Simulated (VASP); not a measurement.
Here is a VASP 6.6.1 calculation.

File POSCAR:

```
LiBe12
1.0
    4.5800000000      0.0000000000      0.0000000000
    2.2900000000      3.9663960000      0.0000000000
    0.0000000000      0.0000000000     16.5884300000
Be Li
12 1
Direct
    0.0000000000      0.0000000000      0.0602829804
    0.5000000000      0.0000000000      0.0602829804
   -0.0000002521      0.5000005042      0.0602829804
    0.4999997479      0.5000005042      0.0602829804
   -0.2002356815      0.3555368652      0.1694855993
    0.3763299176      0.2935410383      0.1728132198
   -0.1997650077      0.8628487927      0.1668632897
    0.3206821973      0.8480242517      0.1629268110
   -0.0233523005      0.0247832037      0.2675901215
    0.5115634690      0.0095804857      0.2829080269
    0.0108644618      0.5120265349      0.2771630588
    0.5239264717      0.4842431265      0.2781095016
    0.1180425307      0.7125612269      0.3901213074
```

Contents of INCAR.step1:

```
SYSTEM = LiBe12
PREC = Accurate ; ENCUT = 520
ISMEAR = -1 ; SIGMA = 0.05
LREAL = .False. ; LASPH = .True.
NELM = 100 ; NBANDS = 26
GGA = PE ; ALGO = Normal
EDIFF = 1E-4 ; LWAVE = .True.
LCHARG = .False.
```

The input INCAR.step2:

```
SYSTEM = LiBe12
PREC = Accurate ; ENCUT = 520
EDIFF = 1E-6 ; ISMEAR = -1
SIGMA = 0.05 ; LREAL = .False.
LASPH = .True. ; NELM = 100
ALGO = Normal ; ISIF = 2
LWAVE = .False. ; LCHARG = .True.
METAGGA = R2SCAN ; LMIXTAU = .True.
LELF = .True. ; LVHAR = .True.
NBANDS = 26 ; ISTART = 1
```

KPOINTS

```
Automatic mesh
0
Gamma
  4 4 1
  0 0 0
```

Potentials or basis: VASP PAW PBE potentials, release 64 (Be, Li_sv).

Command:

```console
$ cat potpaw_PBE.64/Be/POTCAR potpaw_PBE.64/Li_sv/POTCAR > POTCAR
$ cp INCAR.step1 INCAR
$ mpirun -np 1 vasp_std > vasp.out
$ cp INCAR.step2 INCAR
$ mpirun -np 1 vasp_std > vasp.out
```

Q: Predict the largest force.

A: 2.300 eV/Å.

Q: Predict the band gap on the k mesh.

A: None (metal or under the smearing width).

Forces on the atoms (eV/Å):
```
Be  -0.283  0.333 -0.230
Be   0.047  0.176 -0.253
Be   0.058 -0.087  0.284
Be  -0.139 -0.183 -0.059
Be   1.290 -0.177 -0.426
Be  -1.230  1.909 -0.362
Be   0.830 -1.531  0.049
Be  -0.009 -0.362  0.852
Be   0.726 -0.579  0.358
Be  -0.519 -0.371  0.234
Be  -0.547 -0.341 -0.927
Be  -0.372  0.972  0.019
Li   0.147  0.242  0.462
```

Caveat: the k mesh is coarse (spacing up to 0.40 Å⁻¹), so the values aren't converged; the PAW data sets were made with another functional, which shifts forces and pressure a little.
